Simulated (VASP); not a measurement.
Computed with PBE GGA, VASP's PBE PAW potentials (set 64) (plane waves; VASP 6.6.1).

A VASP calculation is set up with these files.

### INCAR
```
ALGO  =  Normal
EDIFF  =  1E-6
EDIFFG  =  -0.02
ENCUT  =  500
GGA  =  PE
IBRION  =  2
ISIF  =  3
ISMEAR  =  1
LASPH  =  T
LCHARG  =  F
LMAXMIX  =  4
LREAL  =  F
LWAVE  =  F
NELM  =  100
NSW  =  40
PREC  =  Accurate
PSTRESS  =  50
SIGMA  =  0.1
SYSTEM  =  MoSi2
```

**POSCAR**
```
MoSi2
1
   -1.6089595204     1.6089595204     3.9370153757
    1.6089595204    -1.6089595204     3.9370153757
    1.6089595204     1.6089595204    -3.9370153757
Si Mo
2 1
Direct
  0.6649224432   0.6649224432   0.0000000000
  0.3350775568   0.3350775568   0.0000000000
  0.0000000000   0.0000000000   0.0000000000
```

### KPOINTS
```
Automatic mesh
0
Gamma
13 13 13
0 0 0
```

POTCAR, in this order: Si Mo_sv (PBE.64 set). Program: vasp_std.

Problem. What will the output report for the number of irreducible k-points (NKPTS), largest plane-wave count, number of space-group operations, FFT grid (NGX, NGY, NGZ)?

Solution. 
```
Quantity                                       Value
--------------------------------------  ------------
number of irreducible k-points (NKPTS)           196
largest plane-wave count                        1052
number of space-group operations                  16
FFT grid (NGX, NGY, NGZ)                36 × 36 × 36
```

The compound is MoSi2 in the MoSi2 type structure. This run relaxes it under an external pressure of 5 GPa. Symmetry was kept, so distortions that lower it aren't found.
